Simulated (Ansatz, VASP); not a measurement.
**One calculation of HfPb, two programs**

INCAR

```
  PREC = Accurate
  ENCUT = 520
  EDIFF = 1E-7
  ISMEAR = 0
  SIGMA = 0.05
  LREAL = False
  LASPH = True
  NELM = 100
  ALGO = Normal
  ISIF = 2
  LWAVE = False
  LCHARG = False
  GGA = CA
  NBANDS = 19
```

File KPOINTS:

```
regular mesh
0
Gamma
  6 6 6
```

The input POSCAR:

```
HfPb
1.0
    0.0000000000      2.9313583120      2.9313583120
    2.9313583120      0.0000000000      2.9313583120
    2.9313583120      2.9313583120      0.0000000000
Hf Pb
1 1
Direct
    0.0000000000      0.0000000000      0.0000000000
    0.5000000000      0.5000000000      0.5000000000
```

Input for Ansatz:

```yaml
crystal:
  lattice:
    - [0.0, 2.931358312, 2.931358312]
    - [2.931358312, 0.0, 2.931358312]
    - [2.931358312, 2.931358312, 0.0]
  atoms:
    - { symbol: Hf, position: [0.0, 0.0, 0.0] }
    - { symbol: Pb, position: [0.5, 0.5, 0.5] }
basis:
  ecutwfc: 420
kpoints:
  mp_grid: { grid: [6, 6, 6] }
hamiltonian:
  xc: lda
scf:
  occupations: { method: gaussian, width: 0.05 }
output:
  forces: true
  stress: true
  eigenvalues: true
```

The cell comes from a database or a generator and needn't be the stable form of this composition.

Alike in both runs: task single point; functional LDA; k mesh 6 × 6 × 6; occupations gaussian, width 0.05 eV; no spin polarisation.

|  | VASP | Ansatz |
| --- | --- | --- |
| version | VASP 6.6.1 | Ansatz 0.2.0 |
| potentials or method | VASP PAW LDA potentials, release 64 (Hf_pv, Pb_d) | scalar-relativistic, plane waves, PAW |
| plane-wave cutoff (eV) | 520 | 420 |
| valence electrons in the cell | 24 | 40 |

|  | VASP | Ansatz | Ansatz less VASP |
| --- | --- | --- | --- |
| gap on the k mesh at the Fermi level (eV) | none | none | - |
| pressure (GPa) | -3.9 | -3.8 | +0.11 |

A gap of «none» marks a metal or a gap that the smearing closes. The two sets of potentials don't hold the same shells in valence.

Spin-orbit coupling is left out, which matters for the levels of Hf, Pb.
